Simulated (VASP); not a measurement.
Method: PBEsol GGA, VASP's PBE PAW potentials (set 64) (plane waves; VASP).

Input for VASP

**KPOINTS**
```
Regular mesh
0
G
  11 11 11
0 0 0
```

### POSCAR
```
BP
1
    0.0000000000     2.2609820989     2.2609820989
    2.2609820989     0.0000000000     2.2609820989
    2.2609820989     2.2609820989     0.0000000000
B P
1 1
Direct
  0.0000000000   0.0000000000   0.0000000000
  0.2500000000   0.2500000000   0.2500000000
```

### INCAR
```
SYSTEM = BP
PREC = Accurate
ENCUT = 520
EDIFF = 1E-7
NELM = 100
ALGO = Normal
LREAL = .FALSE.
LASPH = .TRUE.
ISMEAR = -5
GGA = PS
LWAVE = .FALSE.
LCHARG = .TRUE.
LORBIT = 11
NEDOS = 601
ISIF = 2
```

POTCAR, in this order: B P (PBE.64 set). Program: vasp_std.

The run wrote:

OUTCAR:
```
 ion  position               nearest neighbor table
   1  0.000  0.000  0.000-   2 1.96   2 1.96   2 1.96   2 1.96
   2  0.250  0.250  0.250-   1 1.96   1 1.96   1 1.96   1 1.96
  LATTYP: Found a face centered cubic cell.
 ALAT       =     4.5219641978
 Subroutine PRICEL returns:
 Original cell was already a primitive cell.
 Subroutine GETGRP returns: Found 24 space group operations
The static configuration has the point symmetry T_d .
The dynamic configuration has the point symmetry T_d .
 Subroutine INISYM returns: Found 24 space group operations
 Subroutine IBZKPT returns following result:
 Found     56 irreducible k-points:

 Following reciprocal coordinates:
            Coordinates               Weight
  0.000000  0.000000  0.000000      1.000000
  0.090909  0.000000  0.000000      8.000000
  0.181818  0.000000  0.000000      8.000000
  0.272727  0.000000  0.000000      8.000000
  0.363636  0.000000  0.000000      8.000000
  0.454545  0.000000  0.000000      8.000000
  0.090909  0.090909  0.000000      6.000000
  0.181818  0.090909  0.000000     24.000000
  0.272727  0.090909  0.000000     24.000000
...
```

### OSZICAR
```
       N       E                     dE             d eps       ncg     rms          rms(c)
DAV:   1     0.103785866030E+02    0.10379E+02   -0.41578E+03   904   0.911E+02
DAV:   2    -0.141364630662E+02   -0.24515E+02   -0.24108E+02  1392   0.113E+02
DAV:   3    -0.144040015590E+02   -0.26754E+00   -0.26754E+00  1056   0.156E+01
DAV:   4    -0.144047154183E+02   -0.71386E-03   -0.71386E-03  1472   0.793E-01
DAV:   5    -0.144047159508E+02   -0.53251E-06   -0.53251E-06  1032   0.133E-02    0.713E+00
DAV:   6    -0.137857261571E+02    0.61899E+00   -0.15670E+00   992   0.676E+00    0.385E+00
DAV:   7    -0.136833682425E+02    0.10236E+00   -0.27853E-01  1352   0.317E+00    0.121E+00
DAV:   8    -0.136736688295E+02    0.96994E-02   -0.27645E-02   976   0.112E+00    0.190E-01
DAV:   9    -0.136737843077E+02   -0.11548E-03   -0.47548E-04  1304   0.203E-01    0.103E-01
DAV:  10    -0.136738409415E+02   -0.56634E-04   -0.12394E-04   992   0.826E-02    0.211E-02
DAV:  11    -0.136738448812E+02   -0.39397E-05   -0.38527E-06  1328   0.181E-02    0.247E-02
DAV:  12    -0.136738451894E+02   -0.30823E-06   -0.14281E-06  1072   0.723E-03    0.449E-03
DAV:  13    -0.136738452063E+02   -0.16954E-07   -0.26922E-08   456   0.153E-03
   1 F= -.13673845E+02 E0= -.13673845E+02  d E =0.000000E+00
```

File OUTCAR:
```
------------------------ aborting loop because EDIFF is reached ----------------------------------------
  FORCE on cell =-STRESS in cart. coord.  units (eV):
  Direction    XX          YY          ZZ          XY          YZ          ZX
  --------------------------------------------------------------------------------------
  Total       -0.0145631     -0.0145631     -0.0145631      0.0000000      0.0000000      0.0000000
  in kB       -1.0093525     -1.0093525     -1.0093525      0.0000000      0.0000000      0.0000000
  external PRESSURE =      -1.0093525 kB  Pullay stress =       0.0000000 kB
  volume of cell :       23.12
      direct lattice vectors                 reciprocal lattice vectors
     0.000000000  2.260982099  2.260982099    -0.221142839  0.221142839  0.221142839
     2.260982099  0.000000000  2.260982099     0.221142839 -0.221142839  0.221142839
     2.260982099  2.260982099  0.000000000     0.221142839  0.221142839 -0.221142839
  FREE ENERGIE OF THE ION-ELECTRON SYSTEM (eV)
  ---------------------------------------------------
  free  energy   TOTEN  =       -13.6738452063 eV

  energy  without entropy=      -13.6738452063  energy(sigma->0) =      -13.67384521

 total charge

# of ion       s       p       d       tot
------------------------------------------
    1        0.666   1.281   0.000   1.947
    2        0.989   1.576   0.000   2.566
--------------------------------------------------
tot          1.655   2.858   0.000   4.513
```
(Selected blocks of OUTCAR.)

The structure was generated: BP was put into the zinc blende type (F-43m), which need not be its known phase. It was relaxed first, which changed the volume by +8 %.
